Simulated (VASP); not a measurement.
Given:

```
AlCo
1.0
    2.83052     0.00000     0.00000
    0.00000     2.83052     0.00000
    0.00000     0.00000     2.83052
Al Co
1 1
Direct
  0.50000   0.50000   0.50000
  0.00000   0.00000   0.00000
```

Method: TPSS meta-GGA, VASP's PBE PAW potentials (set 64) (plane waves; VASP 6.6.1). Numerical set-up: 520 eV cut-off, 14×14×14 Γ-centred mesh, tetrahedra with Blöchl corrections, potentials Al Co.

Task: Predict the energy per atom (σ→0), band gap (over mesh and band path) with the smallest direct gap where there is one.

Result: 
```
Quantity                                                              Result
----------------------------------  ----------------------------------------
band gap (over mesh and band path)  none (metal, semimetal or under 0.01 eV)
energy per atom (σ→0)                                        -11.980 eV/atom
```

The compound is CoAl in the CsCl type structure. It was relaxed first. The run is not spin-polarised, so no magnetic state was tried.
